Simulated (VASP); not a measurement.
A convergence study with VASP on Co (hcp): one setting is varied, all else stays as given below, so the limit is that of these other settings. ε∞ is the independent-particle value.

```xyz
2
Lattice="1.2550 -2.1737 0.0000 1.2550 2.1737 0.0000 0.0000 0.0000 4.0700" Properties=species:S:1:pos:R:3 pbc="T T T"
Co     1.2550     0.7246     1.0175
Co     1.2550    -0.7246     3.0525
```
Starting moments (μB, in the order of the record's atoms Co Co): 1.8 1.8.

Level of theory: PBEsol GGA, VASP's PBE PAW potentials (set 64) (plane waves; VASP). The tightest run used: 550 eV cut-off, 14×14×7 Γ-centred mesh, first-order Methfessel-Paxton smearing of 0.10 eV, potentials Co.

The settings run are NBANDS = 10; NBANDS = 11; NBANDS = 13; NBANDS = 17; NBANDS = 25; NBANDS = 41; NBANDS = 73; NBANDS = 137. From which on does the moment stay within 0.01 μB of the tightest run?

From NBANDS = 13 on: it is off by 0.000 there and by no more than 0.01 in any finer run, while NBANDS = 11 is off by 0.204.
| setting | moment (μB) | bands | difference judged (μB) |
|---|---|---|---|
| NBANDS = 10 | 2.000 | 10 | 1.232 |
| NBANDS = 11 | 3.028 | 11 | 0.204 |
| NBANDS = 13 | 3.232 | 13 | 0.000 |
| NBANDS = 17 | 3.232 | 17 | 0.000 |
| NBANDS = 25 | 3.232 | 25 | 0.000 |
| NBANDS = 41 | 3.232 | 41 | 0.000 |
| NBANDS = 73 | 3.232 | 73 | 0.000 |
| NBANDS = 137 | 3.232 | 137 | 0.000 |

VASP warned of too few bands at NBANDS = 10; NBANDS = 11.

Left out are rungs that failed or repeat a setting and relaxations that didn't move; long series are thinned to 24 rows.

The compound is Co in the hcp structure. The cell was not relaxed at this level. The spin order is the one that the start imposed; others were not tried in this run. VASP warned that the highest band is occupied, so more bands are needed.
